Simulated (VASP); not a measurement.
Given:

```yaml
crystal:
  lattice:
    - [0.00000, 2.29938, 2.29938]
    - [2.29938, 0.00000, 2.29938]
    - [2.29938, 2.29938, 0.00000]
  atoms:
    - { symbol: Zr, position: [0.00000, 0.00000, 0.00000] }
    - { symbol: C, position: [0.50000, 0.50000, 0.50000] }
```

The numbers are results of LDA (Ceperley-Alder, Perdew-Zunger), VASP's LDA PAW potentials (set 64) (plane waves; VASP 6.6.1), not measurements. Numerical set-up: 520 eV cut-off, 14×14×14 Γ-centred mesh, first-order Methfessel-Paxton smearing of 0.10 eV, potentials Zr_sv C.

**Question.** Give the stress tensor in GPa (positive for a compressed cell).

**Answer.** 
```
7.97  0.00  0.00
0.00  7.97  0.00
0.00  0.00  7.97
```
The pressure is its mean diagonal, 7.97 GPa.

The compound is ZrC in the rock salt structure. This cell is one point of a volume scan, at 0.97 of the reference volume.
